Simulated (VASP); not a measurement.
Data:

```xyz
2
Lattice="0.0000 2.0073 2.0073 2.0073 0.0000 2.0073 2.0073 2.0073 0.0000" Properties=species:S:1:pos:R:3 pbc="T T T"
Li     4.0146     4.0146     4.0146
H      2.0073     2.0073     2.0073
```

Computed with optB86b-vdW, VASP's PBE PAW potentials (set 64) (plane waves; VASP). Numerical set-up: 520 eV cut-off, Gaussian smearing of 0.050 eV, potentials Li_sv H.

Give the energies of bands 2 to 4 at the high-symmetry points, in eV from the valence-band maximum.

| band | Γ | X | U | L | W |
|---|---|---|---|---|---|
| 2 | -5.34 | 0.00 | -0.50 | -2.57 | -0.23 |
| 3 | 16.19 | 3.15 | 4.29 | 5.08 | 5.43 |
| 4 | 17.90 | 10.90 | 7.72 | 13.77 | 5.43 |

The gap is direct, 3.15 eV, from the valence maximum at X to the conduction minimum at X.

The compound is LiH in the rock salt structure. It was relaxed first.
